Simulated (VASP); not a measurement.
# CdCo2N2 (C2/m) in VASP: a series of runs

Runs on CdCo2N2. Level: PBE. Tasks: single point.

Program: VASP 6.6.1. These are calculated values, not measurements. Logs are shortened: lines on timing, memory, paths and dates and some standing lists are left out, and cuts for length are marked.

## (1) Starting point

The structure is monoclinic, space group C2/m (No. 12). Conventional cell: a = 5.310 Å, b = 3.064 Å, c = 8.517 Å, α = 90.00°, β = 102.98°, γ = 90.00°. Around Cd (site symmetry 2/m) lie 6 Cd at 3.06 to 3.07 Å and 2 Co at 3.29 Å and 6 N at 3.37 to 3.42 Å. Around Co (site symmetry m) lie 3 N at 1.82 Å. N (site symmetry m) has 3 Co at 1.82 Å as nearest neighbours.

The cell comes from a database or a generator and needn't be the stable form of this composition.

## (2) Single point, PBE, collinear spin, antiferromagnetic start

File INCAR:

```
PREC = Accurate
ENCUT = 520
EDIFF = 1E-7
ISMEAR = -1
SIGMA = 0.05
LREAL = False
LASPH = True
NELM = 120
ALGO = Normal
ISIF = 2
LWAVE = False
LCHARG = True
ISPIN = 2
MAGMOM = 0 2 -2 0 0
LORBIT = 11
LMAXMIX = 4
GGA = PE
LELF = True
LVHAR = True
```

File KPOINTS:

```
Automatic mesh
0
Gamma
  8 8 3
```

File POSCAR:

```
CdCo2N2
1.0
    2.6551227765     -1.5321120750      0.0000000000
    2.6551227765      1.5321120750      0.0000000000
   -1.9130954774      0.0000000000      8.2997261586
Cd Co N
1 2 2
Direct
    0.5000000000      0.5000000000      0.5000000000
    0.6292305000      0.6292305000      0.8967650000
    0.3707695000      0.3707695000      0.1032350000
    0.7217750000      0.7217750000      0.1524330000
    0.2782250000      0.2782250000      0.8475670000
```

Potentials or basis: VASP PAW PBE potentials, release 64 (Cd, Co, N).

On the command line:

```console
$ cat potpaw_PBE.64/Cd/POTCAR potpaw_PBE.64/Co/POTCAR potpaw_PBE.64/N/POTCAR > POTCAR
$ mpirun -np 1 vasp_std > vasp.out
```

OUTCAR:

```text
PREC = Accurate
   ENCUT = 520
   EDIFF = 1E-7
   ISMEAR = -1
   LREAL = False
   LASPH = True
   NELM = 120
   ISIF = 2
   ISPIN = 2
   LORBIT = 11
   GGA = PE

 ion  position               nearest neighbor table
   1  0.500  0.500  0.500-   2 3.29   3 3.29
   2  0.629  0.629  0.897-   5 1.82   5 1.82   5 1.82   4 2.12   3 2.46   3 2.46   3 2.46   1 3.29

   3  0.371  0.371  0.103-   4 1.82   4 1.82   4 1.82   5 2.12   2 2.46   2 2.46   2 2.46   1 3.29

   4  0.722  0.722  0.152-   3 1.82   3 1.82   3 1.82   2 2.12
   5  0.278  0.278  0.848-   2 1.82   2 1.82   2 1.82   3 2.12

  LATTYP: Found a base centered monoclinic cell.
 ALAT       =     5.3102455530
 B/A-ratio  =     0.5770400106
 C/A-ratio  =     1.6039480646
 COS(beta)  =    -0.2246113713

  Lattice vectors:

 A1 = (   2.6551227765,  -1.5321120750,   0.0000000000)
 A2 = (   2.6551227765,   1.5321120750,   0.0000000000)
 A3 = (  -1.9130954774,   0.0000000000,   8.2997261586)

Analysis of symmetry for initial positions (statically):
=====================================================================
 Subroutine PRICEL returns:
 Original cell was already a primitive cell.

 Routine SETGRP: Setting up the symmetry group for a
 base centered monoclinic supercell.

 Subroutine GETGRP returns: Found  4 space group operations
 (whereof  4 operations were pure point group operations)
 out of a pool of  4 trial point group operations.

The static configuration has the point symmetry C_2h.

Analysis of symmetry for dynamics (positions and initial velocities):
=====================================================================
 Subroutine PRICEL returns:
 Original cell was already a primitive cell.

 Routine SETGRP: Setting up the symmetry group for a
 base centered monoclinic supercell.

 Subroutine GETGRP returns: Found  4 space group operations
 (whereof  4 operations were pure point group operations)
 out of a pool of  4 trial point group operations.

The dynamic configuration has the point symmetry C_2h.

Analysis of structural, dynamic, and magnetic symmetry:
=====================================================================
 Subroutine PRICEL returns:
 Original cell was already a primitive cell.

 Routine SETGRP: Setting up the symmetry group for a
 base centered monoclinic supercell.

[... 136 lines left out ...]
   LHFCALC =     F    Hartree Fock is set to
   AEXX    =    0.0000 exact exchange contribution
   IVDW    =     0    specifies the selected vdW correction
   LEPSILON=     F    determine dielectric tensor
   LRPA    =     F    only Hartree local field effects (RPA)
 spin polarized calculation
  energy-cutoff  :      520.00
  volume of cell :       67.53
 maximum number of plane-waves:      1834
   NGX = 11   NGY = 11   NGZ = 31

 number of electron      40.0000000 magnetization       0.0000000

 number of electron      40.0000000 magnetization      -0.0000000

 Free energy of the ion-electron system (eV)
  ---------------------------------------------------
  ext. energy  EPLUGINS =         0.00000000
  ---------------------------------------------------
  free energy    TOTEN  =       -30.20895412 eV

  energy without entropy =      -30.19103329  energy(sigma->0) =      -30.19999370

 E-fermi :   4.8514     XC(G=0): -11.0781

 val. band max:        4.8051329490   @ k =  -0.2500   0.5000   0.3333
 cond. band min:       4.9679016865   @ k =  -0.3750   0.2500   0.3333
 fundamental gap:      0.1627687375
 Fermi energy:         4.8514398979

 spin component 1

 k-point     1 :       0.0000    0.0000    0.0000
  band No.  band energies     occupation
      1     -11.8996      1.00000
      2     -10.9715      1.00000
      3      -3.9955      1.00000
      4      -3.5798      1.00000
      5      -3.5772      1.00000
      6      -3.0585      1.00000
[... 637 lines left out ...]
     23       6.4788      0.00000
     24       6.8380      0.00000

 [... further k-points ...]

 spin component 2

 k-point     1 :       0.0000    0.0000    0.0000
  band No.  band energies     occupation
      1     -11.8996      1.00000
      2     -10.9715      1.00000
      3      -3.9955      1.00000
      4      -3.5798      1.00000
      5      -3.5772      1.00000
      6      -3.0585      1.00000
[... 637 lines left out ...]
     23       6.4788      0.00000
     24       6.8380      0.00000

 [... further k-points ...]

------------------------ aborting loop because EDIFF is reached ----------------------------------------

  FORCE on cell =-STRESS in cart. coord.  units (eV):
  Direction    XX          YY          ZZ          XY          YZ          ZX
  --------------------------------------------------------------------------------------
  -------------------------------------------------------------------------------------
  Total       -0.3638423     -0.3728906     -0.1182554      0.0000000      0.0000000      0.0147748
  in kB       -8.6328641     -8.8475523     -2.8058389      0.0000000      0.0000000      0.3505601
  external PRESSURE =      -6.7620851 kB  Pullay stress =       0.0000000 kB

 VOLUME and BASIS-vectors are now :
 -----------------------------------------------------------------------------
  energy-cutoff  :      520.00
  volume of cell :       67.53
      direct lattice vectors                 reciprocal lattice vectors
     2.655122776 -1.532112075  0.000000000     0.188315209 -0.326346883  0.043406851
     2.655122776  1.532112075  0.000000000     0.188315209  0.326346883  0.043406851
    -1.913095477  0.000000000  8.299726159     0.000000000  0.000000000  0.120485903

 POSITION                                       TOTAL-FORCE (eV/Angst)
 -----------------------------------------------------------------------------------
      1.69858      0.00000      4.14986         0.000000      0.000000      0.000000
      1.62577      0.00000      7.44290         0.006688      0.000000     -0.045697
      1.77138      0.00000      0.85682        -0.006688      0.000000      0.045697
      3.54118      0.00000      1.26515        -0.004930      0.000000     -0.076992
     -0.14403      0.00000      7.03457         0.004930      0.000000      0.076992
 -----------------------------------------------------------------------------------
    total drift:                                0.000000      0.000000      0.000000

  FREE ENERGIE OF THE ION-ELECTRON SYSTEM (eV)
  ---------------------------------------------------
  free  energy   TOTEN  =       -30.2089541168 eV

  energy  without entropy=      -30.1910332861  energy(sigma->0) =      -30.19999370

 total charge

# of ion       s       p       d       tot
------------------------------------------
    1        0.546   0.212   9.500  10.258
    2        0.492   0.695   7.451   8.638
    3        0.492   0.695   7.451   8.638
    4        1.288   2.339   0.000   3.627
    5        1.288   2.339   0.000   3.627
--------------------------------------------------
tot          4.107   6.279  24.401  34.786

 magnetization (x)

# of ion       s       p       d       tot
------------------------------------------
    1        0.000   0.000   0.000   0.000
    2        0.000   0.000   0.000   0.000
    3       -0.000  -0.000  -0.000  -0.000
    4       -0.000   0.000   0.000   0.000
    5        0.000  -0.000   0.000  -0.000
--------------------------------------------------
tot          0.000   0.000   0.000   0.000
```

stdout:

```text
POSCAR found type information on POSCAR CdCoN
 POSCAR found :  3 types and       5 ions
 scaLAPACK will be used
 LDA part: xc-table for (Slater+PW92), standard interpolation
 POSCAR, INCAR and KPOINTS ok, starting setup
 FFT: planning ... GRIDC
 FFT: planning ... GRID_SOFT
 FFT: planning ... GRID
 WAVECAR not read
 entering main loop
```

Run time: 3.2 min. Hardware: 1 thread of Intel Xeon Platinum 8488C (Sapphire Rapids), shared host; peak memory 0.32 GiB.

Results:

```
Free energy                                           : -30.2090 eV
Pressure                                              : -0.7 GPa
Largest force                                         : 0.077 eV/Å
Band gap on the k mesh                                : none (metal or under the smearing width)
Net moment                                            : 0.00 μB per cell
Valence electrons inside the program's atomic spheres : Cd 10.26; Co 8.64; N 3.63
```

Forces on the atoms (eV/Å):
```
Cd   0.000  0.000  0.000
Co   0.007  0.000 -0.046
Co  -0.007  0.000  0.046
N   -0.005  0.000 -0.077
N    0.005  0.000  0.077
```

Levels at points of the mesh, in eV from the Fermi level:
Spin up:
| k point | band 17 | band 18 | band 19 | band 20 | band 21 | band 22 | band 23 | band 24 |
| --- | --- | --- | --- | --- | --- | --- | --- | --- |
| (0.00, 0.00, 0.00) | -1.59 | -1.08 | -1.08 | 1.24 | 2.61 | 2.78 | 2.78 | 2.87 |
| (0.50, 0.00, 0.00) | -1.44 | -1.16 | -1.13 | -0.48 | -0.08 | 0.33 | 1.20 | 1.36 |
| (0.50, 0.50, 0.00) | -1.34 | -1.14 | -1.13 | -0.48 | -0.11 | 0.65 | 0.90 | 1.21 |
Spin down:
```csv
k point,band 17,band 18,band 19,band 20,band 21,band 22,band 23,band 24
"(0.00, 0.00, 0.00)",-1.59,-1.08,-1.08,1.24,2.61,2.78,2.78,2.87
"(0.50, 0.00, 0.00)",-1.44,-1.16,-1.13,-0.48,-0.08,0.33,1.20,1.36
"(0.50, 0.50, 0.00)",-1.34,-1.14,-1.13,-0.48,-0.11,0.65,0.90,1.21
```

Caveat: the starting moments collapsed, and a magnetic state may lie lower. With open d or f shells a metallic result of PBE can be an artefact of self-interaction; +U or a hybrid may open a gap.

## (3) Single point, PBE, collinear spin, ferrimagnetic start

Edit INCAR of step 2 so:

```diff
@@ -13,3 +13,3 @@
 ISPIN = 2
-MAGMOM = 0 2 -2 0 0
+MAGMOM = 0 2 -1 0 0
 LORBIT = 11
```

KPOINTS is that of step 2.

POSCAR is that of step 2.

Potentials or basis: VASP PAW PBE potentials, release 64 (Cd, Co, N).

On the command line:

```console
$ cat potpaw_PBE.64/Cd/POTCAR potpaw_PBE.64/Co/POTCAR potpaw_PBE.64/N/POTCAR > POTCAR
$ mpirun -np 1 vasp_std > vasp.out
```

Wall time 3.6 min (1 thread of Intel Xeon Platinum 8488C (Sapphire Rapids), shared host); peak memory 0.32 GiB.

The run converged. Its results:

- Free energy: -30.2090 eV
- Pressure: -0.7 GPa
- Largest force: 0.077 eV/Å
- Band gap on the k mesh: none (metal or under the smearing width)
- Net moment: 0.00 μB per cell
- Valence electrons inside the program's atomic spheres: Cd 10.26; Co 8.64; N 3.63

Forces in eV/Å, atoms in the order of the input:
```
Cd   0.000  0.000  0.000
Co   0.007  0.000 -0.046
Co  -0.007  0.000  0.046
N   -0.005  0.000 -0.077
N    0.005  0.000  0.077
```

Stress tensor (GPa, compression positive):
```
-0.88  0.00  0.04
 0.00 -0.90  0.00
 0.04  0.00 -0.30
```

Levels at points of the mesh, in eV from the Fermi level:
Spin up:
```csv
k point,band 18,band 19,band 20,band 21,band 22,band 23
"(0.00, 0.00, 0.00)",-1.08,-1.08,1.24,2.61,2.78,2.78
"(0.50, 0.00, 0.00)",-1.16,-1.13,-0.48,-0.08,0.33,1.20
"(0.50, 0.50, 0.00)",-1.14,-1.13,-0.48,-0.11,0.65,0.90
```
Spin down:
```csv
k point,band 17,band 18,band 19,band 20,band 21,band 22,band 23,band 24
"(0.00, 0.00, 0.00)",-1.59,-1.08,-1.08,1.24,2.61,2.78,2.78,2.87
"(0.50, 0.00, 0.00)",-1.44,-1.16,-1.13,-0.48,-0.08,0.33,1.20,1.36
"(0.50, 0.50, 0.00)",-1.34,-1.14,-1.13,-0.48,-0.11,0.65,0.90,1.21
```

Caveat: the starting moments collapsed, and a magnetic state may lie lower.

## (4) Single point, PBE, collinear spin, random start

Edit INCAR of step 3 so:

```diff
@@ -13,3 +13,3 @@
 ISPIN = 2
-MAGMOM = 0 2 -1 0 0
+MAGMOM = 0 1.77 1.88 0 0
 LORBIT = 11
```

KPOINTS is that of step 3.

POSCAR is that of step 3.

Potentials or basis: VASP PAW PBE potentials, release 64 (Cd, Co, N).

On the command line:

```console
$ cat potpaw_PBE.64/Cd/POTCAR potpaw_PBE.64/Co/POTCAR potpaw_PBE.64/N/POTCAR > POTCAR
$ mpirun -np 1 vasp_std > vasp.out
```

OUTCAR:

```text
PREC = Accurate
   ENCUT = 520
   EDIFF = 1E-7
   ISMEAR = -1
   LREAL = False
   LASPH = True
   NELM = 120
   ISIF = 2
   ISPIN = 2
   LORBIT = 11
   GGA = PE

 ion  position               nearest neighbor table
   1  0.500  0.500  0.500-   2 3.29   3 3.29
   2  0.629  0.629  0.897-   5 1.82   5 1.82   5 1.82   4 2.12   3 2.46   3 2.46   3 2.46   1 3.29

   3  0.371  0.371  0.103-   4 1.82   4 1.82   4 1.82   5 2.12   2 2.46   2 2.46   2 2.46   1 3.29

   4  0.722  0.722  0.152-   3 1.82   3 1.82   3 1.82   2 2.12
   5  0.278  0.278  0.848-   2 1.82   2 1.82   2 1.82   3 2.12

  LATTYP: Found a base centered monoclinic cell.
 ALAT       =     5.3102455530
 B/A-ratio  =     0.5770400106
 C/A-ratio  =     1.6039480646
 COS(beta)  =    -0.2246113713

  Lattice vectors:

 A1 = (   2.6551227765,  -1.5321120750,   0.0000000000)
 A2 = (   2.6551227765,   1.5321120750,   0.0000000000)
 A3 = (  -1.9130954774,   0.0000000000,   8.2997261586)

Analysis of symmetry for initial positions (statically):
=====================================================================
 Subroutine PRICEL returns:
 Original cell was already a primitive cell.

 Routine SETGRP: Setting up the symmetry group for a
 base centered monoclinic supercell.

 Subroutine GETGRP returns: Found  4 space group operations
 (whereof  4 operations were pure point group operations)
 out of a pool of  4 trial point group operations.

The static configuration has the point symmetry C_2h.

Analysis of symmetry for dynamics (positions and initial velocities):
=====================================================================
 Subroutine PRICEL returns:
 Original cell was already a primitive cell.

 Routine SETGRP: Setting up the symmetry group for a
 base centered monoclinic supercell.

[... 173 lines left out ...]

 E-fermi :   4.8515     XC(G=0): -11.0780

 val. band max:        4.8052035839   @ k =  -0.2500   0.5000   0.3333
 cond. band min:       4.9679404467   @ k =  -0.3750   0.2500   0.3333
 fundamental gap:      0.1627368629
 Fermi energy:         4.8514986892

 spin component 1

 k-point     1 :       0.0000    0.0000    0.0000
  band No.  band energies     occupation
      1     -11.8998      1.00000
      2     -10.9716      1.00000
      3      -3.9954      1.00000
      4      -3.5797      1.00000
      5      -3.5771      1.00000
      6      -3.0584      1.00000
[... 685 lines left out ...]
     25       8.3045      0.00000
     26      10.8643      0.00000

 [... further k-points ...]

 spin component 2

 k-point     1 :       0.0000    0.0000    0.0000
  band No.  band energies     occupation
      1     -11.8998      1.00000
      2     -10.9715      1.00000
      3      -3.9954      1.00000
      4      -3.5797      1.00000
      5      -3.5771      1.00000
      6      -3.0584      1.00000
[... 685 lines left out ...]
     25       8.3045      0.00000
     26      10.8643      0.00000

 [... further k-points ...]

------------------------ aborting loop because EDIFF is reached ----------------------------------------

  FORCE on cell =-STRESS in cart. coord.  units (eV):
  Direction    XX          YY          ZZ          XY          YZ          ZX
  --------------------------------------------------------------------------------------
  -------------------------------------------------------------------------------------
  Total       -0.3730258     -0.3820502     -0.1270718      0.0000000      0.0000000      0.0147564
  in kB       -8.8507601     -9.0648800     -3.0150257      0.0000000      0.0000000      0.3501251
  external PRESSURE =      -6.9768886 kB  Pullay stress =       0.0000000 kB

 VOLUME and BASIS-vectors are now :
 -----------------------------------------------------------------------------
  energy-cutoff  :      520.00
  volume of cell :       67.53
      direct lattice vectors                 reciprocal lattice vectors
     2.655122776 -1.532112075  0.000000000     0.188315209 -0.326346883  0.043406851
     2.655122776  1.532112075  0.000000000     0.188315209  0.326346883  0.043406851
    -1.913095477  0.000000000  8.299726159     0.000000000  0.000000000  0.120485903

 POSITION                                       TOTAL-FORCE (eV/Angst)
 -----------------------------------------------------------------------------------
      1.69858      0.00000      4.14986        -0.000000      0.000000      0.000003
      1.62577      0.00000      7.44290         0.006687      0.000000     -0.045833
      1.77138      0.00000      0.85682        -0.006687      0.000000      0.045885
      3.54118      0.00000      1.26515        -0.004930      0.000000     -0.077038
     -0.14403      0.00000      7.03457         0.004930      0.000000      0.076984
 -----------------------------------------------------------------------------------
    total drift:                                0.000001      0.000000      0.000001

  FREE ENERGIE OF THE ION-ELECTRON SYSTEM (eV)
  ---------------------------------------------------
  free  energy   TOTEN  =       -30.2089541934 eV

  energy  without entropy=      -30.1910311552  energy(sigma->0) =      -30.19999267

 total charge

# of ion       s       p       d       tot
------------------------------------------
    1        0.546   0.212   9.500  10.258
    2        0.492   0.695   7.450   8.638
    3        0.492   0.695   7.450   8.638
    4        1.288   2.339   0.000   3.627
    5        1.288   2.339   0.000   3.627
--------------------------------------------------
tot          4.107   6.279  24.401  34.786

 magnetization (x)

# of ion       s       p       d       tot
------------------------------------------
    1       -0.000   0.000  -0.000   0.000
    2        0.000   0.000   0.000   0.000
    3       -0.000  -0.000  -0.000  -0.000
    4        0.000   0.000   0.000   0.000
    5        0.000   0.000   0.000   0.000
--------------------------------------------------
tot         -0.000   0.000   0.000   0.000
```

OSZICAR:

```text
N       E                     dE             d eps       ncg     rms          rms(c)
DAV:   1     0.350584738482E+03    0.35058E+03   -0.19387E+04  5928   0.173E+03
DAV:   2     0.646698571600E+01   -0.34412E+03   -0.32873E+03  6138   0.400E+02
[... 12 lines left out ...]
DAV:  15    -0.302089517667E+02    0.14831E-05   -0.22301E-04  8708   0.162E-01    0.306E-02
DAV:  16    -0.302089537081E+02   -0.19414E-05   -0.27393E-05  7134   0.451E-02    0.165E-02
DAV:  17    -0.302089539491E+02   -0.24102E-06   -0.12803E-05  7720   0.403E-02    0.540E-03
DAV:  18    -0.302089540844E+02   -0.13528E-06   -0.22331E-06  7576   0.143E-02    0.193E-03
DAV:  19    -0.302089541875E+02   -0.10307E-06   -0.26943E-07  5014   0.431E-03    0.966E-04
DAV:  20    -0.302089541934E+02   -0.59445E-08   -0.50198E-08  3048   0.179E-03
   1 F= -.30208954E+02 E0= -.30199993E+02  d E =-.179230E-01  mag=     0.0000
```

Run time: 3.4 min. Hardware: 1 thread of Intel Xeon Platinum 8488C (Sapphire Rapids), shared host; peak memory 0.33 GiB.

What came out:

```
Free energy                                           : -30.2090 eV
Pressure                                              : -0.7 GPa
Largest force                                         : 0.077 eV/Å
Band gap on the k mesh                                : none (metal or under the smearing width)
Net moment                                            : 0.00 μB per cell
Valence electrons inside the program's atomic spheres : Cd 10.26; Co 8.64; N 3.63
```

Forces on the atoms (eV/Å):
```
Cd   0.000  0.000  0.000
Co   0.007  0.000 -0.046
Co  -0.007  0.000  0.046
N   -0.005  0.000 -0.077
N    0.005  0.000  0.077
```

Caveat: the starting moments collapsed, and a magnetic state may lie lower. With open d or f shells a metallic result of PBE can be an artefact of self-interaction; +U or a hybrid may open a gap.
